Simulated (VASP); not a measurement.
Data:

```yaml
crystal:
  lattice:
    - [1.79032, -3.10092, 0.00000]
    - [1.79032, 3.10092, 0.00000]
    - [0.00000, 0.00000, 5.42617]
  atoms:
    - { symbol: Er, position: [0.33333, 0.66667, 0.25000] }
    - { symbol: Er, position: [0.66667, 0.33333, 0.75000] }
```

Method: r2SCAN meta-GGA, VASP's PBE PAW potentials (set 64) (plane waves; VASP). Numerical set-up: 480 eV cut-off, 12×12×6 Γ-centred mesh, first-order Methfessel-Paxton smearing of 0.10 eV, potentials Er_3.

The 4f electrons are frozen in the core of the lanthanide potential, so 4f levels, which can set the real gap, and their magnetism are missing.

Question: Give the stress tensor in GPa (positive for a compressed cell).

Answer: 
```
0.61  0.00  0.00
0.00  0.61  0.00
0.00  0.00  1.79
```
The pressure is its mean diagonal, 1.00 GPa.

The compound is Er in the hcp structure. This cell was strained or had an atom moved on purpose.
